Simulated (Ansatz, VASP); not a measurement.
# HfO2 in two plane-wave programs, part 3 of 3

Wanted: the spread between two codes on one cell, functional and k mesh. The structure shown is the start of the Ansatz relaxation below; VASP solves that cell, so the two are compared at the walk's first step.

VASP 6.6.1 and Ansatz 0.2.0.

So far. Step 7 (VASP: single point, LDA, start cell, pair 2): The run ends at a pressure of -10.27 GPa, with forces up to 0.22 eV/Å.

## 10. Ansatz: relaxation, LDA

Level of this step: Ansatz beside VASP: Kohn-Sham DFT, plane waves, LDA (Ansatz).

The two programs are compared at the cell with which this relaxation starts, whose forces are those of its first step. The cell compared in this pair holds 139.12 Å³, against 137.60 Å³ for the pair before.

The structure compared here is the start of the Ansatz relaxation; VASP solves that cell, so the two are compared at the walk's first step.

input.yaml

```yaml
crystal:
  lattice:
    - [5.1991660424, 0.0, -0.0258484353]
    - [0.0, 5.2948506794, 0.0]
    - [-0.8990742397, 0.0, 5.0581725052]
  atoms:
    - { symbol: O, position: [0.4509217965, 0.7581210372, 0.4821679635] }
    - { symbol: O, position: [0.5490782035, 0.2581210372, 0.0178320365] }
    - { symbol: O, position: [0.5490782035, 0.2418789628, 0.5178320365] }
    - { symbol: O, position: [0.4509217965, 0.7418789628, 0.9821679635] }
    - { symbol: O, position: [0.0723465822, 0.3445260882, 0.3319325765] }
    - { symbol: O, position: [0.9276534178, 0.8445260882, 0.1680674235] }
    - { symbol: O, position: [0.9276534178, 0.6554739118, 0.6680674235] }
    - { symbol: O, position: [0.0723465822, 0.1554739118, 0.8319325765] }
    - { symbol: Hf, position: [0.2761178622, 0.0430308377, 0.2077123569] }
    - { symbol: Hf, position: [0.7238821378, 0.5430308377, 0.2922876431] }
    - { symbol: Hf, position: [0.7238821378, 0.9569691623, 0.7922876431] }
    - { symbol: Hf, position: [0.2761178622, 0.4569691623, 0.7077123569] }
kpoints:
  mp_grid: { grid: [4, 4, 4] }
hamiltonian:
  xc: lda
  pseudopotentials: { kind: paw, azcp: { folder: soft_1 }, xc_functional: pbe }
scf:
  occupations: { method: fixed }
output:
  forces: true
  stress: true
  eigenvalues: true
relax:
  adjacent_minimum: "off"
  f_tol: 0.001
  max_steps: 60
  cell: { stress_tol: 0.01, fix: [a, b, gamma] }
```

Command:

```bash
$ ansatz run input.yaml --threads 8 --pin off --max-ram 20480MiB --backend cpu --events-out ev --progress --plain --runs-dir out
```

Numbers of over 12 decimals in the logs are rounded to 6 here.

The log of the run:

```text
[...]
Crystal: 12 atoms, lattice volume = 139.122 Å³
Basis set: ecut = 420 eV, 2719 PW (Γ)
Bands: 92, of which v1, the nominal top of the filled ones, is band 76 counted from 1 (75 counted from 0)
Symmetry: 4 space group operations
[...]
k-points: 30 of 64
[...]
- { symbol: O, position: [0.071688, 0.345725, 0.329782] }
    - { symbol: O, position: [0.928312, 0.845725, 0.170218] }
    - { symbol: O, position: [0.928312, 0.654275, 0.670218] }
    - { symbol: O, position: [0.071688, 0.154275, 0.829782] }
    - { symbol: Hf, position: [0.275399, 0.043417, 0.207436] }
    - { symbol: Hf, position: [0.724601, 0.543417, 0.292564] }
    - { symbol: Hf, position: [0.724601, 0.956583, 0.792564] }
    - { symbol: Hf, position: [0.275399, 0.456583, 0.707436] }
[key lines of the parts left out:]
SCF converged after 6 iterations
Free energy (F): -66374.895155 eV
Fermi energy:    12.631612 eV
P = ⅓ Tr σ = -8.2882 GPa (-82.882 kbar)
```

## 11. VASP: single point, LDA, start cell, pair 3

The same cell, functional (in two slightly different forms) and mesh now go to VASP, with its own data sets.

INCAR

```
SYSTEM = HfO2
PREC = Accurate
ENCUT = 520
EDIFF = 1E-06
NELM = 120
ISMEAR = 0
SIGMA = 0.01
LREAL = .FALSE.
ALGO = Normal
GGA = CA
NBANDS = 56
LASPH = .TRUE.
LORBIT = 11
LWAVE = .FALSE.
LCHARG = .FALSE.
ISIF = 2
GGA_COMPAT = .FALSE.
EFERMI = MIDGAP
KPAR = 2
```

POSCAR

```
HfO2
1.0
    5.1991660000      0.0000000000     -0.0258480000
    0.0000000000      5.2948510000      0.0000000000
   -0.8990740000      0.0000000000      5.0581730000
O Hf
8 4
Direct
    0.4509216635      0.7581210501      0.4821678545
    0.5490781269      0.2581209556      0.0178320456
    0.5490781098      0.2418789499      0.5178319466
    0.4509216464      0.7418788555      0.9821677556
    0.0723465805      0.3445260310      0.3319325010
    0.9276534024      0.8445261255      0.1680674001
    0.9276533853      0.6554737801      0.6680673011
    0.0723465634      0.1554738745      0.8319324021
    0.2761178986      0.0430308615      0.2077123688
    0.7238820843      0.5430307671      0.2922875323
    0.7238820672      0.9569691385      0.7922874334
    0.2761178815      0.4569690441      0.7077122698
```

KPOINTS

```
Automatic mesh
0
Gamma
4 4 4
0 0 0
```

PAW data sets: O and Hf_pv (LDA family, release 64).

Command:

```bash
$ mpirun -np 2 vasp_std
```

The log of the run:

```text
[... set-up lines as in an earlier step ...]
 entering main loop
       N       E                     dE             d eps       ncg     rms          rms(c)
DAV:   1     0.547259416850E+03    0.54726E+03   -0.50207E+04  3360   0.157E+03
DAV:   2    -0.119196086833E+03   -0.66646E+03   -0.64610E+03  4232   0.403E+02
DAV:   3    -0.153409229503E+03   -0.34213E+02   -0.34066E+02  3920   0.828E+01
DAV:   4    -0.153875951755E+03   -0.46672E+00   -0.46573E+00  4232   0.105E+01
[...]
DAV:  12    -0.132548287547E+03   -0.81027E-05   -0.43546E-04  3984   0.100E-01    0.179E-01
DAV:  13    -0.132548275107E+03    0.12440E-04   -0.10201E-04  3856   0.426E-02    0.431E-02
DAV:  14    -0.132548274644E+03    0.46303E-06   -0.95616E-06  3840   0.164E-02
   1 F= -.13254827E+03 E0= -.13254827E+03  d E =0.000000E+00
```

Parts of OUTCAR (step 11):

```text
  Total      -13.6414083    -14.8909238     -4.5184848      0.0000000      0.0000000     -0.6273837
  in kB     -157.0987143   -171.4885244    -52.0362809      0.0000000      0.0000000     -7.2251466
  external PRESSURE =    -126.8745065 kB  Pullay stress =       0.0000000 kB

 POSITION                                       TOTAL-FORCE (eV/Angst)
 -----------------------------------------------------------------------------------
      1.91091      4.01414      2.42723         0.153092      0.004686      0.008499
      2.83872      1.36671      0.07601        -0.153092      0.004686     -0.008499
      2.38918      1.28071      2.60509        -0.153092     -0.004686     -0.008499
      1.46137      3.92814      4.95632         0.153092     -0.004686      0.008499
      0.07771      1.82421      1.67710         0.004695     -0.001984      0.090533
      4.67192      4.47164      0.82614        -0.004695     -0.001984     -0.090533
      4.22238      3.47064      3.35522        -0.004695      0.001984     -0.090533
     -0.37183      0.82321      4.20619         0.004695      0.001984      0.090533
      1.24883      0.22784      1.04351        -0.160136      0.071476     -0.106587
      3.50079      2.87527      1.45973         0.160136      0.071476      0.106587
      3.05126      5.06701      3.98882         0.160136     -0.071476      0.106587
      0.79930      2.41958      3.57259        -0.160136     -0.071476     -0.106587
 -----------------------------------------------------------------------------------
    total drift:                                0.002379     -0.000830      0.004902

  FREE ENERGIE OF THE ION-ELECTRON SYSTEM (eV)
  ---------------------------------------------------
  free  energy   TOTEN  =      -132.5482746439 eV

  energy  without entropy=     -132.5482746439  energy(sigma->0) =     -132.54827464

[... 1 part as in an earlier step ...]

[... 2 further parts left out ...]
[key lines of the parts left out:]
E-fermi :   4.7579
```

The run ends at a pressure of -12.69 GPa, with forces up to 0.21 eV/Å.

## 12. Differences

What differs besides the data sets and the points named for the pairs above, as far as they apply: the data sets hold 152 valence electrons in Ansatz (on its PAW soft_1 files) and 88 in VASP. Total energies have different zeros and are not compared.

Forces on 7 of the 12 atoms, those with the largest forces and the largest differences (eV/Å; atoms numbered as in POSCAR):

```
atom          Ansatz x, y, z            VASP x, y, z
  O1    0.112, -0.004, 0.006     0.153, 0.005, 0.008
  O2  -0.112, -0.004, -0.006   -0.153, 0.005, -0.008
  O3   -0.112, 0.004, -0.006  -0.153, -0.005, -0.008
 Hf9   -0.136, 0.052, -0.062   -0.160, 0.071, -0.107
Hf10     0.136, 0.052, 0.062     0.160, 0.071, 0.107
Hf11    0.136, -0.052, 0.062    0.160, -0.071, 0.107
Hf12  -0.136, -0.052, -0.062  -0.160, -0.071, -0.107
```

The forces differ by 28 meV/Å r.m.s., which is 31.1 % of the r.m.s. force of 0.091 eV/Å (both taken over all components).

## 13. What the set-up changes

Further runs change the set-up of one program: Ansatz's method, potentials or start, or VASP's data sets, cutoff or form of LDA. The table gives that difference for each run.

```
                         run  r.m.s. force difference (meV/Å)
                    as above                               28
VASP with a cutoff of 600 eV (perhaps on Ansatz's relaxed cell)                               30
```

## 14. Outcome

| Property | Result |
| --- | --- |
| r.m.s. force difference (single point, LDA, start cell, pair 1) | 29 meV/Å |
| r.m.s. force difference (single point, LDA, start cell, pair 2) | 28 meV/Å |
| r.m.s. force difference (single point, LDA, start cell, pair 3) | 28 meV/Å |

The r.m.s. force difference is 29 meV/Å (single point, LDA, start cell, pair 1), beyond the 12 meV/Å picked in this series as the mark of a large difference. The data sets hold unlike numbers of valence electrons (152 in Ansatz and 88 in VASP), so part of the differences comes from the potentials. Such differences can come from data sets, numerical settings and the points named under the comparisons, not from the functional's error against experiment.

[Lines on the potential files, build, host, timing and source positions are cut from VASP's logs without a mark.]

[Logs are printed without paths, hosts, clocks, repeated set-up lines and the standing remarks that a program may print on its own settings, such as how far it seeks lower states.]

[Hosts, paths, dates, database ids (printed as entryN), source tags and the programs' standing remarks are cut or masked in the printed files.]

[Rows of further runs with another cutoff or data set may stand on the cell that Ansatz relaxed, not on the start cell of the pair above them.]
